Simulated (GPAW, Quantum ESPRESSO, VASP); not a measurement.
# NaH2Pd3 (P1, 6 atoms in the cell) computed with different codes at matched settings

Self-consistent single point, at a second geometry (atoms moved at random). First geometry:

```
NaH2Pd3
1.0
    2.82657    -4.31030     0.00000
    2.82657     4.31030     0.00000
    0.00000     0.00000     2.81356
Na H Pd
1 2 3
Direct
  0.50000   0.50000   0.00000
  0.21563   0.78437   0.00000
  0.78437   0.21563   0.00000
  0.00000   0.00000   0.00000
  0.50000   0.00000   0.50000
  0.00000   0.50000   0.50000
```

Second geometry:
```yaml
crystal:
  lattice:
    - [2.82657, -4.31030, 0.00000]
    - [2.82657, 4.31030, 0.00000]
    - [0.00000, 0.00000, 2.81356]
  atoms:
    - { symbol: Na, position: [0.50270, 0.49247, 0.97098] }
    - { symbol: H, position: [0.20771, 0.78249, 0.01656] }
    - { symbol: H, position: [0.78936, 0.20921, 0.01969] }
    - { symbol: Pd, position: [0.99416, 0.00520, 0.00285] }
    - { symbol: Pd, position: [0.51641, 0.01290, 0.51016] }
    - { symbol: Pd, position: [0.98965, 0.49774, 0.47976] }
```

Shared settings, as Quantum ESPRESSO writes them: occupations = smearing; smearing = fd; degauss = 0.0073499 Ry; K_POINTS = automatic 5 5 8 0 0 0. Potentials and cutoffs stand in the table.

```
code                                                              model  ΔF from the first geometry (meV/atom)  pressure (GPa)  largest force (eV/Å)  cutoff
----------------  -----------------------------------------------------  -------------------------------------  --------------  --------------------  ------
Quantum ESPRESSO   PBEsol, GBRV 1.5 ultrasoft (PBESOL) pseudopotentials                                   18.2           -1.17                 1.158   40 Ry
VASP                         PBEsol, VASP's PBE PAW potentials (set 64)                                   17.7           -2.21                 1.116  300 eV
GPAW              PBEsol, GPAW PAW datasets PBEsol (made by gpaw-setup)                                   18.0           -1.01                 1.141  850 eV
```

Size of the force on each atom (eV/Å): Sizes of forces hide their directions.

```csv
code,Na1,H2,H3,Pd4,Pd5,Pd6
Quantum ESPRESSO,0.404,0.045,0.328,0.826,1.158,1.000
VASP,0.400,0.046,0.340,0.827,1.116,0.973
GPAW,0.403,0.045,0.329,0.815,1.141,0.986
```

On Quantum ESPRESSO's run: spin polarisation is off.

The spread over the programs that give each value: ΔF from the first geometry within 0.5 meV/atom; pressure within 1.20 GPa; largest force within 0.042 eV/Å.

In the pressure, VASP (by 1.05) lies more than 1 GPa from the median of the plane-wave programs.

VASP's run is marked for a possible Pulay error in its stress at this cutoff; no cutoff test was made.

The starting cell comes from a database of computed structures (which also holds hypothetical and non-ambient phases and stackings), without a prior relaxation at this level. For this run, on top of that: atoms moved at random.

Left out of this page: Ansatz, CP2K and SIESTA (not drawn, or without a comparable value).
